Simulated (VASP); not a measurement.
Shape and ions are relaxed at each volume.

```yaml
crystal:
  lattice:
    - [1.21261, -2.10030, 0.00000]
    - [1.21261, 2.10030, 0.00000]
    - [0.00000, 0.00000, 3.90868]
  atoms:
    - { symbol: Co, position: [0.33333, 0.66667, 0.25000], spin: 1.5 }
    - { symbol: Co, position: [0.66667, 0.33333, 0.75000], spin: 1.5 }
```

Level of theory: LDA (Ceperley-Alder, Perdew-Zunger), VASP's LDA PAW potentials (set 64) (plane waves; VASP 6.6.1). Numerical set-up: 520 eV cut-off, 17×17×9 Γ-centred mesh, first-order Methfessel-Paxton smearing of 0.10 eV, potentials Co.

Question: Give the energy at these volumes per atom, relative to the lowest: 9.37, 9.67, 9.97, 10.27, 10.57 Å³.

Answer: 34.4, 7.6, 0.0, 7.8, 27.9 meV/atom. A third-order Birch-Murnaghan fit gives B0 = 276 GPa and B0′ = 6.3.

Measured: bulk modulus 193 GPa at 0 K (computed value off by +42.9 %), as given by Vázquez-Parga, Fernández-Martínez, Viñes, J. Chem. Theory Comput. (2023), doi:10.1021/acs.jctc.3c00612, Supporting … [zero-point energy and finite temperature contributions removed].

The compound is Co in the hcp structure. It was relaxed first, which changed the volume by -10 %.
